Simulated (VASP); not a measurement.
LaCoPO under changes of volume

One of the cells (16.787 Å³/atom); the others are scaled copies at fixed shape and fractional positions:

```
CELL_PARAMETERS angstrom
4.01769 0.00000 0.00000
0.00000 4.01769 0.00000
0.00000 0.00000 8.31966
ATOMIC_POSITIONS crystal
La 0.50000 0.00000 0.15313
La 0.00000 0.50000 0.84687
Co 0.00000 0.00000 0.50000
Co 0.50000 0.50000 0.50000
P 0.00000 0.50000 0.38163
P 0.50000 0.00000 0.61837
O 0.50000 0.50000 0.00000
O 0.00000 0.00000 0.00000
```

The cell is a database's computed one.

```yaml
Program: VASP 6.6.1
Functional: PBE
Potentials_or_basis: VASP PAW PBE potentials, release 64 (La, Co, P, O)
Cutoff: 520 eV
k_mesh: 7 × 7 × 4
Occupations: fermi-dirac, width 0.05 eV
Spin: collinear spin, ferromagnetic start
Starting_moments: "[0.0, 0.0, 2.0, 2.0, 0.0, 0.0, 0.0, 0.0] μB"
```

```tsv
volume (Å³/atom)	energy over the lowest point (meV/atom)	pressure (GPa)	moment (μB per cell)	largest force (eV/Å)
15.470	?	?	?	?
15.799	13.04	6.5	1.14	1.128
16.129	2.82	3.4	1.17	0.910
16.787	0.00	-1.9	1.23	0.524
17.116	6.25	-4.2	1.25	0.572
17.445	16.91	-6.2	1.28	0.765
```

Task: What does the run at 15.470 Å³/atom give?

Result: Energy over the lowest point 30.03 meV/atom; pressure 10.0 GPa; moment 1.10 μB per cell; largest force 1.364 eV/Å.

Worked out: A Birch-Murnaghan fit of order 3 (a polynomial in V^(-2/3)) to the other rows has its minimum at 16.54 Å³/atom with B0 = V·E''(V) = 130 GPa and B' = 4.2 at fixed shape and positions, which overstates the stiffness. It gives 29.97 meV/atom at 15.470 Å³/atom, against the run's 30.03, and -dE/dV = 10.0 GPa, against 10.0. A straight line through the other rows of the moment, of slope 0.0844 μB per Å³/atom, extrapolates to 1.11 μB, against the run's 1.10.

Energies are extrapolated to zero smearing.

Caveats: forces of over 1 eV/Å show positions far from the minimum, so gaps and moduli don't describe the material at rest (some runs).
